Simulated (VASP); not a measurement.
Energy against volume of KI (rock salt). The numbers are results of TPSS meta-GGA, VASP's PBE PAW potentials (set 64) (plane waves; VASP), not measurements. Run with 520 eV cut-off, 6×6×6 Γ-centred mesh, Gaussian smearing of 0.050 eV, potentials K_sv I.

```
V (Å³/atom)  E (eV/atom)
-----------  -----------
44.547          -9.98243
45.968          -9.98671
47.390          -9.98802
48.812          -9.98684
```

**Question.** Fit these four points and predict the energy of the run at 50.233 Å³/atom.

**Answer.** A cubic in V^(−2/3), the third-order Birch-Murnaghan form, passes through the four points with V0 = 47.39 Å³/atom and B0 = 9 GPa, and gives -9.9836 eV/atom there. The run gave -9.9836 eV/atom, +0.0 meV/atom from the fit; all five points give B0 = 9 GPa.

The compound is KI in the rock salt structure. It was relaxed first, which changed the volume by +7 %.
